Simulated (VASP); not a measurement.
Consider the following.

```xyz
1
Lattice="0.0000 1.8750 1.8750 1.8750 0.0000 1.8750 1.8750 1.8750 0.0000" Properties=species:S:1:pos:R:3 pbc="T T T"
Cu     1.8750     1.8750     0.0000
```

The numbers are results of vdW-DF2, VASP's PBE PAW potentials (set 64) (plane waves; VASP 6.6.1), not measurements. Settings: 520 eV cut-off, 17×17×17 Γ-centred mesh, first-order Methfessel-Paxton smearing of 0.10 eV, potentials Cu.

**Question.** The job: Cu (fcc), 1 atom, vdW-DF2, static run, 520 eV, 17×17×17 Γ-centred mesh. Roughly how much core time does it take on a busy server core?

**Answer.** About 20 core-seconds (one run on a shared machine, a rough figure). It had 165 irreducible k-points, 9 bands, up to 365 plane waves and 14 electronic steps.

The compound is Cu in the fcc structure. It was relaxed first, which changed the volume by +12 %.
